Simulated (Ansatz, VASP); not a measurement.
## VW2C3, level by level in two programs

```
W V C
1.0
    -1.52449    2.16193    4.58503
     1.52449   -2.16193    4.58503
     1.52449    2.16193   -4.58503
W V C
2 1 3
Direct
  0.83402 0.33402 0.50000
  0.16598 0.66598 0.50000
  0.50000 0.00000 0.50000
  0.33904 0.33904 0.00000
  0.66096 0.66096 0.00000
  0.00000 0.00000 0.00000
```

The cell comes from a database or a generator and needn't be the stable form of this composition.

Single points on this cell with VASP 6.6.1 and Ansatz 0.2.0. Each row is one pair of runs. Alike in all rows: smearing: fermi-dirac, width 0.05 eV; Ansatz's potentials, cutoff: Ansatz PAW, 420 eV.

```tsv
level	spin	k mesh	VASP's potentials, cutoff	gap on the k mesh at the Fermi level (eV), VASP	gap on the k mesh at the Fermi level (eV), Ansatz	pressure (GPa), VASP	pressure (GPa), Ansatz	largest component of the traceless stress (GPa), VASP	largest component of the traceless stress (GPa), Ansatz
PBE	collinear, ferromagnetic start	11 × 11 × 11	VASP PAW PBE potentials, release 64 (W_sv, V_sv, C), 520 eV	none	none	-0.6	-1.4	0.90	0.88
LDA	collinear, ferromagnetic start	8 × 8 × 8	VASP PAW LDA potentials, release 64 (W_sv, V_sv, C), 520 eV	none	none	-14.6	-16.2	0.07	0.08
LDA	off	8 × 8 × 8	VASP PAW LDA potentials, release 64 (W_sv, V_sv, C), 520 eV	none	?	-14.5	?	0.08	?
```

Task: Fill in what Ansatz gave in row 3.

Result: gap on the k mesh at the Fermi level (eV): none; pressure (GPa): -16.2; largest component of the traceless stress (GPa): 0.08.

A gap of «none» marks a metal or a gap that the smearing closes.

Caveats: the pressure holds a Pulay correction of +0.3 GPa for the finite cutoff (Ansatz); the starting moments weren't kept (Ansatz); the pressure holds a Pulay correction of +0.4 GPa for the finite cutoff (Ansatz); the PAW data sets come from PBE, with cores solved anew for the run's functional, which leaves a small shift of forces and pressure (Ansatz).
